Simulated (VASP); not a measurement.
Here is the system:

```
RbO
1.0
   -2.04055     2.90610     3.43041
    2.04055    -2.90610     3.43041
    2.04055     2.90610    -3.43041
Rb O
2 2
Direct
  0.25479   0.25479   0.00000
  0.74521   0.74521   0.00000
  0.62763   0.00000   0.62763
  0.37237   0.00000   0.37237
```

The numbers are results of LDA (Ceperley-Alder, Perdew-Zunger), VASP's LDA PAW potentials (set 64) (plane waves; VASP 6.6.1), not measurements. Numerical set-up: 520 eV cut-off, 7×7×7 Γ-centred mesh, tetrahedra with Blöchl corrections, potentials Rb_sv O.

### Question
What does the run give for the energy per atom (σ→0)?

### Answer

```yaml
energy per atom (σ→0): -4.486 eV/atom
```

The absolute energy has meaning only against runs of the same code, potentials and settings.

The structure comes from a computed database's Rb2O2 entry (Immm); how it stands against other phases isn't given here. It was relaxed first, which changed the volume by -8 %.
